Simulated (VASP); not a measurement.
Computed with PBE GGA, VASP's PBE PAW potentials (set 64) (plane waves; VASP).

Input for VASP

INCAR:
```
SYSTEM  =  Cd27S27
PREC  =  Normal; ENCUT  =  400; LREAL  =  Auto
LASPH  =  T; SYMPREC  =  1E-4
EDIFF  =  1E-5; NELM  =  100; NELMIN  =  4
ALGO  =  Fast; LMAXMIX  =  4
ISMEAR  =  0; SIGMA  =  0.05
GGA  =  PE
IBRION  =  2; NSW  =  20; ISIF  =  2
EDIFFG  =  -0.03
LWAVE  =  T; LCHARG  =  F
```

POSCAR:
```
Cd27S27
1
    0.0000000000     8.9029342209     8.9029342209
    8.9029342209     0.0000000000     8.9029342209
    8.9029342209     8.9029342209     0.0000000000
Cd S
27 27
Direct
  0.0000000000   0.0000000000   0.0000000000
  0.0000000000   0.0000000000   0.3333330000
  0.0000000000   0.0000000000   0.6666670000
  0.0000000000   0.3333330000   0.0000000000
  0.0000000000   0.3333330000   0.3333330000
  0.0000000000   0.3333330000   0.6666670000
  0.0000000000   0.6666670000   0.0000000000
  0.0000000000   0.6666670000   0.3333330000
  1.0000000000   0.6666670000   0.6666670000
  0.3333330000   0.0000000000   0.0000000000
  0.3333330000   0.0000000000   0.3333330000
  0.3333330000   0.0000000000   0.6666670000
  0.3333330000   0.3333330000   0.0000000000
  0.3333330000   0.3333330000   0.3333330000
  0.3333330000   0.3333330000   0.6666670000
  0.3333330000   0.6666670000   0.0000000000
  0.3333330000   0.6666670000   0.3333330000
  0.3333330000   0.6666670000   0.6666670000
  0.6666670000   0.0000000000   0.0000000000
  0.6666670000   0.0000000000   0.3333330000
  0.6666670000   1.0000000000   0.6666670000
  0.6666670000   0.3333330000   0.0000000000
  0.6666670000   0.3333330000   0.3333330000
  0.6666670000   0.3333330000   0.6666670000
  0.6666670000   0.6666670000   0.0000000000
  0.6666670000   0.6666670000   0.3333330000
  0.6666670000   0.6666670000   0.6666670000
  0.0833330000   0.0833330000   0.0833330000
  0.0833330000   0.0833330000   0.4166670000
  0.0833330000   0.0833330000   0.7500000000
  0.0833330000   0.4166670000   0.0833330000
  0.0833330000   0.4166670000   0.4166670000
  0.0833330000   0.4166670000   0.7500000000
  0.0833330000   0.7500000000   0.0833330000
  0.0833330000   0.7500000000   0.4166670000
  0.0833330000   0.7500000000   0.7500000000
  0.4166670000   0.0833330000   0.0833330000
  0.4166670000   0.0833330000   0.4166670000
  0.4166670000   0.0833330000   0.7500000000
  0.4166670000   0.4166670000   0.0833330000
  0.4166670000   0.4166670000   0.4166670000
  0.4166670000   0.4166670000   0.7500000000
  0.4166670000   0.7500000000   0.0833330000
  0.4166670000   0.7500000000   0.4166670000
  0.4166670000   0.7500000000   0.7500000000
  0.7500000000   0.0833330000   0.0833330000
  0.7500000000   0.0833330000   0.4166670000
  0.7500000000   0.0833330000   0.7500000000
  0.7500000000   0.4166670000   0.0833330000
  0.7500000000   0.4166670000   0.4166670000
  0.7500000000   0.4166670000   0.7500000000
  0.7500000000   0.7500000000   0.0833330000
  0.7500000000   0.7500000000   0.4166670000
  0.7500000000   0.7500000000   0.7500000000
```

KPOINTS:
```
Automatic mesh
0
Gamma
1 1 1
0 0 0
```

POTCAR, in this order: Cd S (PBE.64 set). Program: vasp_gam.

The supercell is sampled at Γ alone, which is coarse: total energies, pressure and levels can be off, energies of defects by several tenths of an eV.

Q: Predict the energy per atom (σ→0).

A: 
```yaml
energy per atom (σ→0): -2.998 eV/atom
```

OSZICAR:
```
...
RMM:  11    -0.161913908743E+03   -0.13837E-01   -0.93554E-02   600   0.337E-01    0.107E+00
RMM:  12    -0.161905223540E+03    0.86852E-02   -0.24829E-02   584   0.212E-01    0.159E-01
RMM:  13    -0.161905544270E+03   -0.32073E-03   -0.20465E-03   585   0.876E-02    0.914E-02
RMM:  14    -0.161905576263E+03   -0.31993E-04   -0.53375E-04   561   0.338E-02    0.527E-02
RMM:  15    -0.161905604930E+03   -0.28667E-04   -0.70894E-05   451   0.143E-02    0.771E-02
RMM:  16    -0.161905575276E+03    0.29654E-04   -0.81436E-05   436   0.102E-02    0.273E-02
RMM:  17    -0.161905570541E+03    0.47351E-05   -0.21395E-05   362   0.556E-03
   1 F= -.16190557E+03 E0= -.16190557E+03  d E =-.161906E+03
```

The cell is a supercell, built from a database entry that may be metastable or hypothetical.
